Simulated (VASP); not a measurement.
# Ge3Rh: single point with PBE

The system is Ge3Rh.

```xyz
8
Lattice="5.1418 0.0000 0.0000 0.0000 5.1418 0.0000 0.0000 0.0000 5.1418" Properties=species:S:1:pos:R:3 pbc="T T T"
Ge    1.2855    0.0000    2.5709
Ge    2.5709    3.8564    0.0000
Ge    3.8564    0.0000    2.5709
Ge    2.5709    1.2855    0.0000
Ge    0.0000    2.5709    3.8564
Ge    0.0000    2.5709    1.2855
Rh    0.0000    0.0000    0.0000
Rh    2.5709    2.5709    2.5709
```

The cell was built by a generator and needn't be a form met in nature.

The cell isn't the ideal one: species swapped into the Zr3Sn type (Pm-3n, No. 223).

- Program: VASP 6.6.1
- Task: single point
- Functional: PBE
- Potentials or basis: VASP PAW PBE potentials, release 64 (Ge_d, Rh_pv)
- Cutoff: 520 eV
- k mesh: 4 × 4 × 4
- Occupations: gaussian, width 0.1 eV
- Spin: no spin polarisation
- Dipole correction: no
- Further INCAR settings: ALGO = Fast; EDIFF = 1e-06; NBANDS = 67

```yaml
Pressure: 0.1 GPa
Band_gap_on_the_k_mesh: none (metal or under the smearing width)
```

Levels at points of the mesh, in eV from the Fermi level:
| k point | band 53 | band 54 | band 55 | band 56 | band 57 | band 58 | band 59 | band 60 | band 61 | band 62 |
| --- | --- | --- | --- | --- | --- | --- | --- | --- | --- | --- |
| (0.00, 0.00, 0.00) | -2.21 | -2.21 | -0.75 | -0.75 | -0.27 | -0.27 | 0.85 | 0.85 | 0.85 | 2.87 |
| (0.50, 0.00, 0.00) | -1.29 | -1.29 | -0.90 | -0.90 | 0.02 | 0.02 | 1.60 | 1.60 | 1.85 | 1.85 |
| (0.50, 0.50, 0.00) | -1.98 | -1.88 | -0.39 | -0.13 | -0.13 | 0.50 | 0.67 | 1.67 | 2.18 | 2.31 |
| (0.50, 0.50, 0.50) | -1.97 | -1.97 | 1.33 | 1.33 | 1.33 | 1.33 | 1.33 | 1.33 | 3.19 | 3.19 |

Run time: 72 s on 1 thread of AMD EPYC 9R45 (Zen 5) (shared host), peak memory 0.23 GiB.
